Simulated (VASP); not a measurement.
Data:

```
Li2Se
1.0
    0.00000     3.06609     2.96186
    3.06837     0.00000     2.96186
    3.06837     3.06609     0.00000
Li Se
2 1
Direct
  0.25000   0.25000   0.25000
  0.75000   0.75000   0.75000
  0.98842   0.01158   0.01158
```

Calculation: PBE GGA, VASP's PBE PAW potentials (set 64) (plane waves; VASP 6.6.1). Settings: 350 eV cut-off, 6×6×6 Γ-centred mesh, Gaussian smearing of 0.050 eV, potentials Li_sv Se.

At this cut-off the stress carries a Pulay error, which pulls relaxed volumes low.

### Question
Predict the energy per atom (σ→0), pressure, largest force.

### Answer

```yaml
energy per atom (σ→0): -3.792 eV/atom
pressure: -4.18 GPa
largest_force: 0.234 eV/Å
```

The compound is Li2Se in the antifluorite structure. The cell was not relaxed at this level, atoms are displaced from their ideal sites. The run is one of a series of settings (ENCUT = 350 against the base run), some of them coarse on purpose.
